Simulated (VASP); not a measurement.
Method: PBE GGA, VASP's PBE PAW potentials (set 64) (plane waves; VASP 6.6.1).

Input for VASP

**KPOINTS**
```
Automatic
0
gamma
 4 4 4
0 0 0
```

INCAR:
```
ALGO=Normal
EDIFF=1E-6
EDIFFG=-0.02
ENCUT=500
GGA=PE
IBRION=2
ISIF=3
ISMEAR=0
LASPH=T
LCHARG=F
LMAXMIX=4
LREAL=F
LWAVE=F
NELM=100
NSW=40
PREC=Accurate
PSTRESS=50
SIGMA=0.05
SYSTEM=CsPbBr3
```

File POSCAR:
```
CsPbBr3
1
    5.6651158894    -0.0000000000     0.0000000000
   -0.0000000000     5.6651158894     0.0000000000
   -0.0000000000    -0.0000000000     5.6651158894
Cs Pb Br
1 1 3
Direct
  0.0000000000   0.0000000000   0.0000000000
  0.5000000000   0.5000000000   0.5000000000
  0.5000000000   0.0000000000   0.5000000000
  0.0000000000   0.5000000000   0.5000000000
  0.5000000000   0.5000000000   0.0000000000
```

POTCAR, in this order: Cs_sv Pb_d Br (PBE.64 set). Program: vasp_std.

The resulting files:

OUTCAR:
```
 ion  position               nearest neighbor table
   1  0.000  0.000  0.000-
   2  0.500  0.500  0.500-   3 2.83   4 2.83   5 2.83   5 2.83   3 2.83   4 2.83
   3  0.500  0.000  0.500-   2 2.83   2 2.83
   4  0.000  0.500  0.500-   2 2.83   2 2.83
   5  0.500  0.500  0.000-   2 2.83   2 2.83
  LATTYP: Found a simple cubic cell.
 ALAT       =     5.6651158894
 Subroutine PRICEL returns:
 Original cell was already a primitive cell.
 Subroutine GETGRP returns: Found 48 space group operations
The static configuration has the point symmetry O_h .
The dynamic configuration has the point symmetry O_h .
 Subroutine INISYM returns: Found 48 space group operations
 Subroutine IBZKPT returns following result:
 Found     10 irreducible k-points:

 Following reciprocal coordinates:
            Coordinates               Weight
  0.000000  0.000000  0.000000      1.000000
  0.250000  0.000000  0.000000      6.000000
  0.500000  0.000000  0.000000      3.000000
  0.250000  0.250000  0.000000     12.000000
  0.500000  0.250000  0.000000     12.000000
  0.500000  0.500000  0.000000      3.000000
...
```

OSZICAR:
```
       N       E                     dE             d eps       ncg     rms          rms(c)
DAV:   1     0.406553014168E+03    0.40655E+03   -0.18947E+04   520   0.149E+03
DAV:   2     0.300584065778E+02   -0.37649E+03   -0.36830E+03   634   0.333E+02
DAV:   3    -0.142317667638E+02   -0.44290E+02   -0.43578E+02   630   0.127E+02
DAV:   4    -0.157947385473E+02   -0.15630E+01   -0.15593E+01   648   0.299E+01
DAV:   5    -0.158377344360E+02   -0.42996E-01   -0.42961E-01   674   0.422E+00    0.530E+00
DAV:   6    -0.154260505262E+02    0.41168E+00   -0.79788E-01   724   0.935E+00    0.318E+00
DAV:   7    -0.153968357176E+02    0.29215E-01   -0.52587E-01   786   0.463E+00    0.994E-01
DAV:   8    -0.154028485385E+02   -0.60128E-02   -0.67362E-02   720   0.240E+00    0.224E-01
DAV:   9    -0.154033671668E+02   -0.51863E-03   -0.98539E-03   740   0.892E-01    0.119E-01
DAV:  10    -0.154035528141E+02   -0.18565E-03   -0.82664E-04   660   0.199E-01    0.359E-02
DAV:  11    -0.154036157497E+02   -0.62936E-04   -0.19658E-04   744   0.129E-01    0.178E-02
DAV:  12    -0.154036189380E+02   -0.31883E-05   -0.19496E-05   780   0.399E-02    0.108E-02
DAV:  13    -0.154036173297E+02    0.16082E-05   -0.49543E-06   680   0.246E-02    0.471E-03
DAV:  14    -0.154036175990E+02   -0.26931E-06   -0.13765E-06   436   0.894E-03
   1 F= -.97296635E+01 E0= -.97296635E+01  d E =-.972966E+01
```

### OUTCAR
```
------------------------ aborting loop because EDIFF is reached ----------------------------------------
  FORCE on cell =-STRESS in cart. coord.  units (eV):
  Direction    XX          YY          ZZ          XY          YZ          ZX
  --------------------------------------------------------------------------------------
  Total        5.6898098      5.6898098      5.6898098     -0.0000000     -0.0000000      0.0000000
  in kB       50.1397235     50.1397235     50.1397235     -0.0000000     -0.0000000      0.0000000
  external PRESSURE =       0.1397235 kB  Pullay stress =      50.0000000 kB
  volume of cell :      181.81
      direct lattice vectors                 reciprocal lattice vectors
     5.665115889  0.000000000  0.000000000     0.176518896  0.000000000  0.000000000
     0.000000000  5.665115889  0.000000000     0.000000000  0.176518896  0.000000000
     0.000000000  0.000000000  5.665115889     0.000000000  0.000000000  0.176518896
 POSITION                                       TOTAL-FORCE (eV/Angst)
 -----------------------------------------------------------------------------------
      0.00000      0.00000      0.00000         0.000000      0.000000      0.000000
      2.83256      2.83256      2.83256         0.000000      0.000000      0.000000
      2.83256      0.00000      2.83256         0.000000      0.000000      0.000000
      0.00000      2.83256      2.83256         0.000000      0.000000      0.000000
      2.83256      2.83256      0.00000         0.000000      0.000000      0.000000
 -----------------------------------------------------------------------------------
    total drift:                                0.000000     -0.000000     -0.000000
  FREE ENERGIE OF THE ION-ELECTRON SYSTEM (eV)
  ---------------------------------------------------
  free  energy   TOTEN  =       -15.4036175990 eV

  energy  without entropy=      -15.4036175990  energy(sigma->0) =      -15.40361760
  enthalpy is  TOTEN    =        -9.7296635087 eV   P V=        5.6739540903

 reached required accuracy - stopping structural energy minimisation
```
(Selected blocks of OUTCAR.)

The compound is CsPbBr3 in the cubic perovskite structure, the ideal cubic form; the compound distorts at low or room temperature. It was relaxed first under an external pressure of 5 GPa.
